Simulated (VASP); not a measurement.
Method: PBE GGA, VASP's PBE PAW potentials (set 64) (plane waves; VASP).

The input files of a VASP run:

**KPOINTS_OPT**
```
k-points along high-symmetry lines
5
Line-mode
Reciprocal
  0.000000   0.000000   0.000000 ! GAMMA
  0.500000   0.000000   0.000000 ! X

  0.500000   0.000000   0.000000 ! X
  0.500000   0.500000   0.000000 ! S

  0.500000   0.500000   0.000000 ! S
  0.000000   0.500000   0.000000 ! Y

  0.000000   0.500000   0.000000 ! Y
  0.000000   0.000000   0.000000 ! GAMMA

  0.000000   0.000000   0.000000 ! GAMMA
  0.000000   0.000000   0.500000 ! Z

  0.000000   0.000000   0.500000 ! Z
  0.500000   0.000000   0.500000 ! U

  0.500000   0.000000   0.500000 ! U
  0.500000   0.500000   0.500000 ! R

  0.500000   0.500000   0.500000 ! R
  0.000000   0.500000   0.500000 ! T

  0.000000   0.500000   0.500000 ! T
  0.000000   0.000000   0.500000 ! Z

  0.500000   0.000000   0.000000 ! X
  0.500000   0.000000   0.500000 ! U

  0.000000   0.500000   0.000000 ! Y
  0.000000   0.500000   0.500000 ! T

  0.500000   0.500000   0.000000 ! S
  0.500000   0.500000   0.500000 ! R
```

File POSCAR:
```
CsPbBr3
8.5806580
  1.0000000000   0.0000000000   0.0000000000
  0.0000000000   1.4051479502   0.0000000000
  0.0000000000   0.0000000000   0.9582710324
Cs Pb Br
4 4 12
Cartesian
  0.4398400000   0.3512869875   0.4977738878
  0.5601600000   1.0538609626   0.4604971446
  0.0601600000   1.0538609626   0.0186383716
  0.9398400000   0.3512869875   0.9396326608
  0.0000000000   0.7025739751   0.4791355162
  0.5000000000   0.7025739751   0.0000000000
  0.5000000000   0.0000000000   0.0000000000
  0.0000000000   0.0000000000   0.4791355162
  0.9937400000   1.0538609626   0.5363155487
  0.0062600000   0.3512869875   0.4219554837
  0.5062600000   0.3512869875   0.0571800325
  0.4937400000   1.0538609626   0.9010909999
  0.2010200000   0.0445431900   0.7692904021
  0.7989800000   1.3606047602   0.1889806303
  0.2989800000   1.3606047602   0.2901548859
  0.7010200000   0.0445431900   0.6681161465
  0.7010200000   0.6580307851   0.6681161465
  0.2989800000   0.7471171651   0.2901548859
  0.7989800000   0.7471171651   0.1889806303
  0.2010200000   0.6580307851   0.7692904021
```

### KPOINTS
```
Automatic mesh
0
Gamma
2 1 2
0 0 0
```

INCAR:
```
SYSTEM = CsPbBr3
PREC = Accurate
ENCUT = 300
EDIFF = 1E-6
NELM = 100
ALGO = Normal
LREAL = Auto
LASPH = .TRUE.
ISMEAR = 0
SIGMA = 0.01
GGA = PE
LMAXMIX = 4
LWAVE = .FALSE.
LCHARG = .FALSE.
ISIF = 2
```

POTCAR, in this order: Cs_sv Pb_d Br (PBE.64 set). Program: vasp_std.

Problem. What will the output report for the number of irreducible k-points (NKPTS), largest plane-wave count, number of space-group operations, FFT grid (NGX, NGY, NGZ)?

Solution. 
number of irreducible k-points (NKPTS): 4
largest plane-wave count: 10112
number of space-group operations: 8
FFT grid (NGX, NGY, NGZ): 48 × 70 × 48

The structure comes from a computed database's CsPbBr3 entry; how it stands against other phases isn't given here. The cell was not relaxed at this level. The k-mesh is coarse (spacing up to 0.52 per Å, 2π included), so the numbers may not be converged in it.
